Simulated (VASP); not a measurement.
Given:

```
Na
1.0
   -2.13000     2.13000     2.13000
    2.13000    -2.13000     2.13000
    2.13000     2.13000    -2.13000
Na
1
Cartesian
  0.00000   0.00000   0.00000
```

Computed with PBE GGA, VASP's PBE PAW potentials (set 64) (plane waves; VASP). Settings: 300 eV cut-off, 9×9×9 Γ-centred mesh, Gaussian smearing of 0.10 eV, potentials Na_pv.

Task: What does the run give for the energy per atom (σ→0), band gap (on the k-mesh) with the smallest direct gap where there is one?

Result: 
| Property | Result |
|---|---|
| band gap (on the k-mesh) | none (metal, semimetal or under 0.01 eV) |
| energy per atom (σ→0) | -1.315 eV/atom |

Total energies compare only between runs with the same potentials, cut-off and functional.

The structure is a typed Na crystal. The cell was not relaxed at this level.
